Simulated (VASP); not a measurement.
Here is the system:

```
BN
1.0
    0.00000     1.81270     1.81270
    1.81270     0.00000     1.81270
    1.81270     1.81270     0.00000
B N
1 1
Direct
  0.00000   0.00000   0.00000
  0.75000   0.75000   0.75000
```

All values below come from PBE GGA, VASP's PBE PAW potentials (set 64) (plane waves; VASP). Run with PREC = Normal, EDIFF = 1E-5, 450 eV cut-off, 14×14×14 Γ-centred mesh, Gaussian smearing of 0.050 eV, potentials B N.

At this cut-off the stress carries a Pulay error, which pulls relaxed volumes low.

### Question
Estimate the energy per atom (σ→0), pressure, band gap (on the k-mesh) with the smallest direct gap where there is one.

### Answer

| Quantity | Result |
|---|---|
| band gap (on the k-mesh) | 4.45 eV |
| smallest direct gap (on the k-mesh) | 8.78 eV |
| energy per atom (σ→0) | -8.727 eV/atom |
| pressure | -1.08 GPa |

Only differences to runs with the same potentials and settings are physical.

The compound is BN in the zinc blende structure. It was relaxed first.
